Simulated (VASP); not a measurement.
## Ca (fcc): computed properties

Calculation: PBEsol GGA, VASP's PBE PAW potentials (set 64) (plane waves; VASP).

```yaml
space_group: Fm-3m (225)
cell: a = b = c = 5.4571 Å, α = β = γ = 90.00°
volume_per_atom: 40.63 Å^3/atom
band gap (over mesh and band path): none (metal, semimetal or under 0.01 eV)
density: 1.64 g/cm³
```

```yaml
crystal:
  lattice:
    - [0.00000, 2.72853, 2.72853]
    - [2.72853, 0.00000, 2.72853]
    - [2.72853, 2.72853, 0.00000]
  atoms:
    - { symbol: Ca, position: [0.00000, 0.00000, 0.00000] }
```

Measured: a 5.553 Å at 0 K (computed value off by -1.7 %), as given by Gábor I. Csonka et al., Physical Review B (2009), arXiv:0903.4037 [low-temperature or extrapolated to 0 K; zero-point anharmonic expansion removed].

The compound is Ca in the fcc structure. It was relaxed first, which changed the volume by -6 %. Symmetry was kept, so distortions that lower it aren't found.
